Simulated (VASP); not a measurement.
Computed with r2SCAN meta-GGA, VASP's PBE PAW potentials (set 64) (plane waves; VASP).

VASP input:

File KPOINTS:
```
Automatic mesh
0
Gamma
16 16 16
0 0 0
```

POSCAR:
```
Ir
1.0
  0.0000000000   1.9165326998   1.9165326998
  1.9165326998   0.0000000000   1.9165326998
  1.9165326998   1.9165326998   0.0000000000
Ir
1
Cartesian
  0.0000000000   0.0000000000   0.0000000000
```

### INCAR
```
SYSTEM = Ir
PREC = Accurate
ENCUT = 480
EDIFF = 1E-7
NELM = 100
ALGO = Normal
LREAL = .FALSE.
LASPH = .TRUE.
ISMEAR = 1
SIGMA = 0.1
METAGGA = R2SCAN
LMIXTAU = .TRUE.
LMAXMIX = 6
LWAVE = .FALSE.
LCHARG = .FALSE.
ISIF = 2
```

POTCAR, in this order: Ir (PBE.64 set). Program: vasp_std.

Output

**OSZICAR**
```
       N       E                     dE             d eps       ncg     rms          rms(c)
DAV:   1    -0.171494429346E+01   -0.17149E+01   -0.44744E+03  2344   0.993E+02
DAV:   2    -0.540359942077E+02   -0.52321E+02   -0.50779E+02  2328   0.211E+02
DAV:   3    -0.546566756119E+02   -0.62068E+00   -0.61894E+00  3416   0.314E+01
DAV:   4    -0.546603845871E+02   -0.37090E-02   -0.37075E-02  2936   0.168E+00
DAV:   5    -0.546604201590E+02   -0.35572E-04   -0.35570E-04  3456   0.101E-01    0.161E+01
DAV:   6    -0.518980318412E+02    0.27624E+01   -0.25527E+00  2672   0.202E+01    0.543E+00
DAV:   7    -0.522201083737E+02   -0.32208E+00   -0.26132E-01  2336   0.536E+00    0.355E+00
DAV:   8    -0.520469992072E+02    0.17311E+00   -0.32980E-01  2320   0.453E+00    0.124E+00
DAV:   9    -0.523480492073E+02   -0.30105E+00   -0.10797E-01  2336   0.247E+00    0.241E-01
DAV:  10    -0.523514199283E+02   -0.33707E-02   -0.41400E-03  2736   0.618E-01    0.137E-01
DAV:  11    -0.523486361967E+02    0.27837E-02   -0.24383E-03  2760   0.561E-01    0.135E-01
DAV:  12    -0.523527934812E+02   -0.41573E-02   -0.22443E-03  2544   0.443E-01    0.144E-02
DAV:  13    -0.523529334508E+02   -0.13997E-03   -0.22283E-04  3112   0.125E-01    0.203E-02
DAV:  14    -0.523529364734E+02   -0.30226E-05   -0.36489E-06  2792   0.190E-02    0.127E-02
DAV:  15    -0.523529389690E+02   -0.24956E-05   -0.16221E-06  2624   0.163E-02    0.631E-03
DAV:  16    -0.523529397910E+02   -0.82199E-06   -0.82356E-07  2408   0.886E-03    0.233E-03
DAV:  17    -0.523529398716E+02   -0.80637E-07   -0.17931E-07  2336   0.453E-03
   1 F= -.52352940E+02 E0= -.52352746E+02  d E =-.580930E-03
```

File OUTCAR:
```
------------------------ aborting loop because EDIFF is reached ----------------------------------------
  FORCE on cell =-STRESS in cart. coord.  units (eV):
  Direction    XX          YY          ZZ          XY          YZ          ZX
  --------------------------------------------------------------------------------------
  Total        0.5425027      0.5425027      0.5425027     -0.0000000      0.0000000     -0.0000000
  in kB       61.7353370     61.7353370     61.7353370     -0.0000000      0.0000000     -0.0000000
  external PRESSURE =      61.7353370 kB  Pullay stress =       0.0000000 kB
  volume of cell :       14.08
      direct lattice vectors                 reciprocal lattice vectors
     0.000000000  1.916532700  1.916532700    -0.260887800  0.260887800  0.260887800
     1.916532700  0.000000000  1.916532700     0.260887800 -0.260887800  0.260887800
     1.916532700  1.916532700  0.000000000     0.260887800  0.260887800 -0.260887800
 POSITION                                       TOTAL-FORCE (eV/Angst)
 -----------------------------------------------------------------------------------
      0.00000      0.00000      0.00000        -0.000000      0.000000     -0.000000
 -----------------------------------------------------------------------------------
    total drift:                               -0.000000     -0.000000     -0.000000
  FREE ENERGIE OF THE ION-ELECTRON SYSTEM (eV)
  ---------------------------------------------------
  free  energy   TOTEN  =       -52.3529398716 eV

  energy  without entropy=      -52.3523589417  energy(sigma->0) =      -52.35274623
```
(Selected blocks of OUTCAR.)

The compound is Ir in the fcc structure. This cell was strained or had an atom moved on purpose.
